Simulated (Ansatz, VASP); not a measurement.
## Cross-check of SiGe between VASP and Ansatz

One calculation is typed for both programs; each brings its own data sets. How far apart do they land? The cell is generated by rule, not measured, and may not be a known phase. Of the first pair: The two relaxations start from unlike cells of this crystal (the structure described is Ansatz's start), so only their ends are compared.

Calculated with Ansatz 0.2.0; plane waves, with VASP 6.6.1 beside it; relaxation of cell and atoms at PBEsol.

**1. Starting point**

The structure is hexagonal, space group P6_3/mmc (No. 194). The conventional cell has a = 3.292 Å, b = 3.292 Å, c = 5.268 Å, α = 90.00°, β = 90.00°, γ = 120.00°. Si has 6 Ge at 2.31 Å nearest. Nearest to Ge lie 6 Si at 2.31 Å. Farther neighbours are not listed.

Coordinates:

```cif
data_structure
_symmetry_space_group_name_H-M 'P 1'
_symmetry_Int_Tables_number 1
_cell_length_a 3.2923
_cell_length_b 3.2923
_cell_length_c 5.2677
_cell_angle_alpha 90.000
_cell_angle_beta 90.000
_cell_angle_gamma 120.000
_cell_volume 49.45
loop_
_atom_site_label
_atom_site_type_symbol
_atom_site_fract_x
_atom_site_fract_y
_atom_site_fract_z
_atom_site_occupancy
Si1 Si 0.00000 0.00000 0.00000 1
Si2 Si 0.00000 0.00000 0.50000 1
Ge3 Ge 0.33333 0.66667 0.25000 1
Ge4 Ge 0.66667 0.33333 0.75000 1
```

**2. VASP: relaxation of cell and atoms, PBEsol, pair 1**

The relaxed volume is the usual yardstick between codes: in a stiff, nearly cubic crystal its relative difference is about their pressure difference at one cell divided by the bulk modulus.

Lines of VASP's logs that name or quote its potential files are left out, and so is its time.

INCAR reads:

```
SYSTEM = SiGe
PREC = Accurate
ENCUT = 500
EDIFF = 1E-07
NELM = 120
ISMEAR = 0
SIGMA = 0.1
LREAL = .FALSE.
ALGO = Normal
GGA = PS
NBANDS = 24
LORBIT = 11
LWAVE = .FALSE.
LCHARG = .FALSE.
ISIF = 3
IBRION = 2
NSW = 80
EDIFFG = -0.005
LASPH = .TRUE.
GGA_COMPAT = .FALSE.
NELMIN = 4
KPAR = 2
```

POSCAR reads:

```
SiGe
1.0
    3.6808310916     -0.0000032998      0.0000000000
   -1.8404121448      3.1876948705      0.0000000000
    0.0000000000      0.0000000000      5.9719471983
Si Ge
2 2
Direct
    0.0000000000      0.0000000000      0.0000000000
    0.0000000000      0.0000000000      0.5000000000
    0.3333333333      0.6666666667      0.2500000000
    0.6666666667      0.3333333333      0.7500000000
```

KPOINTS reads:

```
Automatic mesh
0
Gamma
9 9 4
0 0 0
```

Potentials, in the order of the species: Si and Ge_d (PBE family, release 64).

On the command line:

```console
mpirun -np 2 vasp_std
```

Numbers of over 12 decimals in the logs are rounded to 6 here.

Log:

```text
[banner, memory and clock lines left out]
running    2 mpi-ranks, on    1 nodes
 distrk:  each k-point on    1 cores,    2 groups
 distr:  one band on    1 cores,    1 groups

 POSCAR found type information on POSCAR SiGe
 POSCAR found :  2 types and       4 ions
|                                                                             |
|               ----> ADVICE to this user running VASP <----                  |
|                                                                             |
|     You enforced a specific xc type in the INCAR file but a different       |
|     [... a line on the potential file left out ...]
|     I HOPE YOU KNOW WHAT YOU ARE DOING!                                     |
|                                                                             |

 LDA part: xc-table for (Slater+PW92), standard interpolation
 POSCAR, INCAR and KPOINTS ok, starting setup
 FFT: planning ... GRIDC
 FFT: planning ... GRID_SOFT
 FFT: planning ... GRID
 WAVECAR not read
 entering main loop
       N       E                     dE             d eps       ncg     rms          rms(c)
DAV:   1     0.243600552637E+03    0.24360E+03   -0.17523E+04  2040   0.338E+03
DAV:   2     0.159270137130E+02   -0.22767E+03   -0.22179E+03  1808   0.674E+02
DAV:   3    -0.191100541085E+02   -0.35037E+02   -0.34755E+02  2144   0.151E+02
DAV:   4    -0.203174533698E+02   -0.12074E+01   -0.12061E+01  2032   0.310E+01
DAV:   5    -0.203451678398E+02   -0.27714E-01   -0.27713E-01  2216   0.522E+00    0.446E+00
DAV:   6    -0.202720597140E+02    0.73108E-01   -0.55846E-02  2408   0.342E+00    0.250E+00
DAV:   7    -0.202386314262E+02    0.33428E-01   -0.35708E-02  2408   0.228E+00    0.205E-01
DAV:   8    -0.202379353127E+02    0.69611E-03   -0.49129E-03  2304   0.105E+00    0.100E-01
DAV:   9    -0.202379547590E+02   -0.19446E-04   -0.19885E-04  2264   0.127E-01    0.243E-02
DAV:  10    -0.202379559636E+02   -0.12046E-05   -0.13329E-05  2352   0.417E-02    0.875E-03
DAV:  11    -0.202379557507E+02    0.21283E-06   -0.24864E-06  2384   0.160E-02    0.189E-03
DAV:  12    -0.202379555549E+02    0.19584E-06   -0.50664E-07  2088   0.113E-02    0.725E-04
DAV:  13    -0.202379555125E+02    0.42415E-07   -0.29946E-08  1256   0.147E-03
   1 F= -.20237956E+02 E0= -.20231885E+02  d E =-.202380E+02
[...]
2 F= -.20238035E+02 E0= -.20231972E+02  d E =-.798884E-04
[...]
3 F= -.20238053E+02 E0= -.20231987E+02  d E =-.972777E-04
[...]
4 F= -.20238050E+02 E0= -.20231985E+02  d E =-.940231E-04
 curvature:  -0.27 expect dE=-0.358E-05 dE for cont linesearch -0.243E-05
 ZBRENT: interpolating
 opt :   0.7775  next Energy=   -20.238051 (dE=-0.954E-04)
 bond charge predicted
       N       E                     dE             d eps       ncg     rms          rms(c)
DAV:   1    -0.202380614847E+02   -0.11892E-04   -0.14376E-04  2272   0.205E-01    0.184E-02
DAV:   2    -0.202380539232E+02    0.75615E-05   -0.10595E-05  2072   0.578E-02    0.941E-03
DAV:   3    -0.202380517052E+02    0.22180E-05   -0.38975E-06  2264   0.306E-02    0.207E-03
DAV:   4    -0.202380517044E+02    0.77853E-09   -0.21973E-07  1240   0.786E-03
   5 F= -.20238052E+02 E0= -.20231987E+02  d E =-.961919E-04
 curvature:  -0.16 expect dE=-0.648E-06 dE for cont linesearch -0.558E-07
 trial: gam=-0.02083 g(F)=  0.464E-43 g(S)=  0.413E-05 ort = 0.101E-04 (trialstep = 0.955E+00)
 search vector abs. value=  0.384E-05
 reached required accuracy - stopping structural energy minimisation
```

From OUTCAR (step 2):

```text
ion  position               nearest neighbor table
   1  0.000  0.000  0.000-   3 2.60   4 2.60   3 2.60   4 2.60   4 2.60   3 2.60   2 2.99   2 2.99

  LATTYP: Found a hexagonal cell.
 ALAT       =     3.6808310916
 C/A-ratio  =     1.6224453254

 Subroutine GETGRP returns: Found 24 space group operations
 (whereof 12 operations were pure point group operations)

The static configuration has the point symmetry D_3d.
 The point group associated with its full space group is D_6h.

 Found     36 irreducible k-points:

   k-points           NKPTS =     36   k-points in BZ     NKDIM =     36   number of bands    NBANDS=     24

   dimension x,y,z NGX =    28 NGY =   28 NGZ =   48
   dimension x,y,z NGXF=    56 NGYF=   56 NGZF=   96

   ENCUT  =  500.0 eV  36.75 Ry    6.06 a.u.   6.71  6.71 10.89*2*pi/ulx,y,z

   NELECT =      36.0000    total number of electrons

 k-points in reciprocal lattice and weights: Automatic mesh
   0.00000000  0.00000000  0.00000000       0.003
   0.11111111  0.00000000  0.00000000       0.019
   0.22222222  0.00000000  0.00000000       0.019
   0.33333333  0.00000000  0.00000000       0.019
   0.44444444  0.00000000  0.00000000       0.019
   0.11111111  0.11111111  0.00000000       0.019
   0.22222222  0.11111111  0.00000000       0.037
   0.33333333  0.11111111  0.00000000       0.037
   0.44444444  0.11111111  0.00000000       0.019
[...]
0.33333333  0.22222222  0.50000000       0.037
   0.33333333  0.33333333  0.50000000       0.006

 average (electrostatic) potential at core
       1 -82.2149       2 -82.2149       3 -71.4961       4 -71.4961

 E-fermi :   7.3044

 k-point     1 :       0.0000    0.0000    0.0000
  band No.  band energies     occupation
    ...
     11      -6.0554      2.00000
     12      -2.4328      2.00000
     13      -1.5588      2.00000
     14       6.8156      2.00000
     15       6.8156      2.00000
     16       7.9307      0.00000
     17       8.1364      0.00000
     18       8.1364      0.00000
     19       8.3108      0.00000
     20       9.9920      0.00000
    ...

 k-point     2 :       0.1111    0.0000    0.0000
  band No.  band energies     occupation
    ...
     12      -2.2865      2.00000
     13      -1.3833      2.00000
     14       4.9240      2.00000
     15       6.1863      2.00000
     16       6.9149      2.00000
     17       8.2668      0.00000
     18       8.5928      0.00000
     19       9.0250      0.00000
     20       9.4317      0.00000
     21       9.8586      0.00000
    ...

 k-point     3 :       0.2222    0.0000    0.0000
  band No.  band energies     occupation
    ...
     13      -0.8620      2.00000
     14       2.6636      2.00000
     15       5.1943      2.00000
     16       5.3338      2.00000
     17       6.7135      2.00000
     18       8.6945      0.00000
     19       8.7239      0.00000
     20       9.3172      0.00000
     21       9.4854      0.00000
     22      10.6622      0.00000
    ...

  Total        0.0104928      0.0104928     -0.0110702      0.0000000     -0.0000000      0.0000000
  in kB        0.2393213      0.2393213     -0.2524889      0.0000000     -0.0000000      0.0000000
  external PRESSURE =       0.0753845 kB  Pullay stress =       0.0000000 kB

  energy-cutoff  :      500.00
  volume of cell :       70.25
      direct lattice vectors                 reciprocal lattice vectors
     3.683858573 -0.000003302  0.000000000     0.271454644  0.156724042 -0.000000000
    -1.841925882  3.190316747 -0.000000000     0.000000281  0.313448663 -0.000000000
     0.000000000  0.000000000  5.977034308    -0.000000000  0.000000000  0.167307054

 POSITION                                       TOTAL-FORCE (eV/Angst)
 -----------------------------------------------------------------------------------
      0.00000      0.00000      0.00000         0.000000      0.000000      0.000000
      0.00000      0.00000      2.98852         0.000000      0.000000      0.000000
      0.00000      2.12688      1.49426         0.000000      0.000000      0.000000
      1.84193      1.06344      4.48278        -0.000000     -0.000000     -0.000000
 -----------------------------------------------------------------------------------
    total drift:                                0.000000     -0.000000      0.000000

  FREE ENERGIE OF THE ION-ELECTRON SYSTEM (eV)
  ---------------------------------------------------
  free  energy   TOTEN  =       -20.2380517044 eV

  energy  without entropy=      -20.2259218927  energy(sigma->0) =      -20.23198680

 reached required accuracy - stopping structural energy minimisation

 total charge
# of ion       s       p       d       tot
------------------------------------------
    1        0.822   0.750   0.000   1.571
    2        0.822   0.750   0.000   1.571
    3        1.181   1.137  10.041  12.360
    4        1.181   1.137  10.041  12.360
--------------------------------------------------
tot          4.006   3.774  20.083  27.862

[... 3 further parts left out ...]
```

The k-mesh is coarse for a metal. The PAW data sets were made with PBE, which is usual practice but a small mismatch for other functionals. The run keeps the 24 symmetry operations of its start, so it cannot find a distortion of lower symmetry.

**3. Ansatz: relaxation of cell and atoms, PBEsol, pair 1**

Ansatz runs on its default PAW (the set named soft_2) files.

Its own start cell and the same functional, mesh and smearing now go to Ansatz, which takes its cutoff from its data sets.

input.yaml reads:

```yaml
crystal:
  lattice:
    - [3.29229, 0.0, 0.0]
    - [-1.64614, 2.85121, 0.0]
    - [0.0, 0.0, 5.26766]
  atoms:
    - { symbol: Si, position: [0.0, 0.0, 0.0] }
    - { symbol: Si, position: [0.0, 0.0, 0.5] }
    - { symbol: Ge, position: [0.333333, 0.666667, 0.25] }
    - { symbol: Ge, position: [0.666667, 0.333333, 0.75] }
kpoints:
  mp_grid: { grid: [9, 9, 4] }
hamiltonian:
  xc: pbesol
scf:
  occupations: { method: gaussian, width: 0.1 }
output:
  forces: true
  stress: true
  eigenvalues: true
relax:
  adjacent_minimum: "off"
  f_tol: 0.05
  max_steps: 80
  cell: { stress_tol: 0.5 }
```

On the command line:

```console
ansatz run input.yaml --threads 4 --pin off --max-ram 7168MiB --backend cpu --events-out ev --progress --plain --runs-dir out
```

Log:

```text
Warning: the atoms were moved onto the symmetric positions of the space group found under crystal.symmetry.tolerance 1.0e-5 (fractional; no operation is sought that the atoms, as they stand in a round, miss by more than twice it, and no atom is moved by as much as it), and the run uses the moved positions. Before a round's move an operation carried an atom to 3.29e-6 Å from where it should land, the largest such dist [...]
The last accepted step is kept in <dir> (removed where the run ends without a failure and the disk answers)
Engine: ansatz 0.2.0, aarch64-unknown-linux-gnu
Pseudopotentials: kind: paw
Pseudopotential: Si, paw, valence charge 4, recommended cutoff 420 eV (normal), Si.paw.azcp
Pseudopotential: Ge, paw, valence charge 14, recommended cutoff 420 eV (normal), Ge.paw.azcp
Functional definition: PBEsol
  exchange = pbesol_x
  correlation = pbesol_c
Crystal: 4 atoms, lattice volume = 49.448 Å³
Basis set: ecut = 420 eV, 977 PW (Γ), exchange–correlation on 48×48×72 points (8 copies of the dense FFT grid, shifted against one another)
Bands: 22, of which v1, the nominal top of the filled ones, is band 18 counted from 1 (17 counted from 0)
Symmetry: 24 space group operations
Space group: P63/mmc (ITA 194), of the structure as read, at distance tolerance 3.7e-5 Å
k-points: 36 of 324
Non-local potential: Si, projectors of the file, l = 0: 2, l = 1: 2, l = 2: 2
Non-local potential: Ge, projectors of the file, l = 0: 2, l = 1: 2, l = 2: 3, l = 3: 1
PAW form: soft (Blöchl's): semilocal exchange-correlation on the pseudo side does not see the compensation charge
PAW frozen core: Si, regenerated for the run's functional, and the local potential with it (the file was generated under x = pbe(κ = 0.804, μ = 0.219515), c = pbe(β = 0.066725))
PAW frozen core: Ge, regenerated for the run's functional, and the local potential with it (the file was generated under x = pbe(κ = 0.804, μ = 0.219515), c = pbe(β = 0.066725))
PAW one-centre angular grid: Si, 110 points (default); XC on 64 Gauss nodes
PAW one-centre angular grid: Ge, 590 points (default); XC on 64 Gauss nodes
Initial density: superposition of atomic densities (neutral atoms: chi_scale 0, normalization atom), corrected by the library's trained network
[...]
SCF iter   1: F=—  HF=-9748.810155 eV  |F-HF|=—  |Δ(HF+E_count)|=         —  Δρ=6.29e-3  dr2=7.38e-4  ethr=2.26e-6  ⟨swp⟩=2.1  Hψ=5321  notcnv=0
preconditioner: auto → Kerker (q_TF=auto, 2.447 Å⁻¹)  [metal: Δε(μ)=0.096 eV  Ē_g=18.454 eV  σ=0.100 eV  W_gap=0.49  n_scr=22 (ndim 8)  ℏωp=26.8 eV  f_vac=0.000  D(μ)=2.61/eV (n_scr^D=22)]
SCF iter   2: F=—  HF=-9748.839042 eV  |F-HF|=—  |Δ(HF+E_count)|=   2.89e-2  Δρ=3.24e-3  dr2=2.78e-4  ethr=2.05e-6  ⟨swp⟩=2.0  Hψ=1432  notcnv=0
SCF iter   3: F=—  HF=-9748.846899 eV  |F-HF|=—  |Δ(HF+E_count)|=   7.86e-3  Δρ=1.12e-3  dr2=3.86e-5  ethr=7.72e-7  ⟨swp⟩=2.6  Hψ=1333  notcnv=0
SCF iter   4: F=—  HF=-9748.847930 eV  |F-HF|=—  |Δ(HF+E_count)|=   1.03e-3  Δρ=6.89e-5  dr2=2.32e-6  ethr=1.07e-7  ⟨swp⟩=2.0  Hψ=1433  notcnv=0
SCF iter   5: F=—  HF=-9748.847930 eV  |F-HF|=—  |Δ(HF+E_count)|=   3.47e-7  Δρ=1.63e-5  dr2=3.25e-7  ethr=6.45e-9  ⟨swp⟩=2.8  Hψ=1574  notcnv=0
SCF iter   6: F=—  HF=-9748.847930 eV  |F-HF|=—  |Δ(HF+E_count)|=   4.55e-8  Δρ=1.00e-5  dr2=1.01e-7  ethr=9.04e-10  ⟨swp⟩=2.0  Hψ=1357  notcnv=0
SCF iter   7: F=—  HF=-9748.847930 eV  |F-HF|=—  |Δ(HF+E_count)|=   2.32e-9  Δρ=2.15e-6  dr2=5.38e-9  ethr=2.82e-10  ⟨swp⟩=2.6  Hψ=1060  notcnv=0
SCF iter   8: F=-9748.847930 eV  HF=-9748.847930 eV  |F-HF|=1.09e-11  |Δ(HF+E_count)|=  3.24e-10  Δρ=2.73e-7  dr2=7.61e-11  ethr=1.11e-11  ⟨swp⟩=4.0  Hψ=2507  notcnv=0
SCF 6 converged in 8 iterations: F = -9748.847930 eV  dr2 = 7.61e-11
relax step   6: F+E_penalty+E_count = -9748.84792999 eV  Δ(F+E_penalty+E_count) = -4.968e-2 eV  max|allowed force component| = 1.989e-16 eV/Å  Δτ_max = 0.0000 Å  P = +1.422 GPa  Ω = 69.160 Å³  stress off target by 1.80e0 GPa  SCF on the basis re-selected at this cell (its energy is not comparable with the rows above)  (8 SCF iters)
[...]
relax step   7: F+E_penalty+E_count = -9748.85265800 eV  Δ(F+E_penalty+E_count) = -4.728e-3 eV  max|allowed force component| = 2.313e-16 eV/Å  Δτ_max = 0.0000 Å  P = +0.138 GPa  Ω = 70.124 Å³  energy of the carried Pulay correction = -2.056e-4 eV  (5 SCF iters, dr2 threshold 4.00e-7 eV, accepted)
[...]
relax step   8: F+E_penalty+E_count = -9748.85284942 eV  Δ(F+E_penalty+E_count) = -1.914e-4 eV  max|allowed force component| = 3.099e-16 eV/Å  Δτ_max = 0.0000 Å  P = +0.134 GPa  Ω = 70.124 Å³  stress off target by 1.47e-1 GPa  SCF on the basis re-selected at this cell (its energy is not comparable with the rows above)  (5 SCF iters)
basis re-selected at this cell: Δ(F+E_penalty+E_count) = -1.914e-4 eV, ΔP = -0.004 GPa vs the last step (what re-selecting the basis moved, of the pressure what is left beyond the Pulay correction that the steps carried, after the strain that the cell walked since its last selection, with what the two solves' SCF thresholds leave and, on support functions, any second-order correction that the steps lacked; it is no m [...]
SCF converged after 5 iterations
Free energy (F): -9748.852849 eV
Harris-Foulkes:  -9748.852849 eV  (|F-HF|=2.91e-11)
Internal energy: -9748.840704 eV  (E = F + TS)
E sigma→0 (E₀):  -9748.846777 eV
Entropy (-TS):   -0.012145 eV (-3.036 meV/atom)
Fermi energy:    9.863849 eV
--- Per-component energies (eV) ---
  E_band       = -220.143760
  E_kinetic    = 303.781320
  E_local      = -4838.135598  (includes V_loc(G=0)·N_el)
  E_nonlocal   = 889.174068
  E_hartree    = 2137.862736
  E_xc         = -261.036679
  E_vxc        = -225.242130  (∫ρ·V_xc dr)
  E_paw        = -4952.306758  (= ΣΔE_a)
  E_vpaw       = -625.447775  (= ΣTr[D̂ρ^β])
  E_aug_tail   = 0.000613  (compensation charges beyond the density's cutoff)
  E_ewald      = -3030.079401
  E_core_change = 1.898994  (= ΣΔE_core)
  E_smearing   = -0.012145  (= −TS)
  E_closure    = -0.000000  (closes the sum)
  Σ components = -9748.852849   (vs F -9748.852849, Δ=0.00e0)
--- Forces (eV/Å), atoms counted from 1 ---
  atom   1  Si     0.00000000     0.00000000     0.00000000
  atom   2  Si     0.00000000     0.00000000     0.00000000
  atom   3  Ge    -0.00000000     0.00000000     0.00000000
  atom   4  Ge     0.00000000    -0.00000000    -0.00000000
  max |Σ_I F_I| component: 1.85e-17 eV/Å
--- Stress (GPa, compression-positive) ---
        0.146947      -0.000000      -0.000000
       -0.000000       0.146947      -0.000000
       -0.000000      -0.000000       0.108362
  P = ⅓ Tr σ = 0.1341 GPa (1.341 kbar)
--- Band table (eV; the first three rows and the last of 36) ---
  k-point 0: bands = [... 14 lower, 9.3753, 10.5003, 10.6987, 10.6987, 10.8709, 12.5574, 12.6986, 12.6986]
  k-point 1: bands = [... 14 lower, 9.5486, 9.5486, 10.5181, 10.5181, 11.1714, 12.2775, 12.6670, 12.6670]
  k-point 2: bands = [... 14 lower, 10.0119, 10.0119, 10.0119, 10.0119, 11.6789, 11.6789, 13.1639, 13.1639]
  k-point 35: bands = [... 14 lower, 4.4632, 4.4632, 9.5452, 9.5452, 10.5271, 10.5271, 11.9592, 11.9592]
--- Relaxed structure (6 steps of the walk, 6 accepted, 2 SCFs on fresh bases) ---
  F+E_penalty+E_count = -9748.85284942 eV   max|allowed force component| = 3.099e-16 eV/Å   (the final SCF, on the basis selected at the relaxed cell)
  cell:  # Å, volume = 70.1235 Å³
    - [3.681550, -3.2280610064254205e-6, 0]
    - [-1.840772, 3.188317, 0]
    - [0, 0, 5.974088]
  atoms:
    - { symbol: Si, position: [0, 0, 0] }
    - { symbol: Si, position: [0, 0, 0.500000] }
    - { symbol: Ge, position: [0.333333, 0.666667, 0.250000] }
    - { symbol: Ge, position: [0.666667, 0.333333, 0.750000] }
```

**4. Differences**

Known differences besides the potentials themselves: the cutoff is 420 eV in Ansatz and 500 eV in VASP; Ansatz makes its cores anew for this functional, VASP keeps those of its PBE data sets; Ansatz adds a Pulay correction to the stress that steers its cell, VASP none. Total energies have different zeros and are not compared.

Both answers:

```tsv
quantity	Ansatz	VASP	difference
volume (Å³)	70.12	70.25	-0.17 %
edge a after relaxation, in the typed setting (Å)	3.682	3.684	-0.07 %
edge c after relaxation, in the typed setting (Å)	5.974	5.977	-0.05 %
```

(Continued in part 2 of 2.)

[Lines on the potential files, build, host, timing and source positions are cut from VASP's logs without a mark.]

[Logs are printed without paths, hosts, clocks, repeated set-up lines and the standing remarks that a program may print on its own settings, such as how far it seeks lower states.]

[Hosts, paths, dates, database ids (printed as entryN), source tags and the programs' standing remarks are cut or masked in the printed files.]
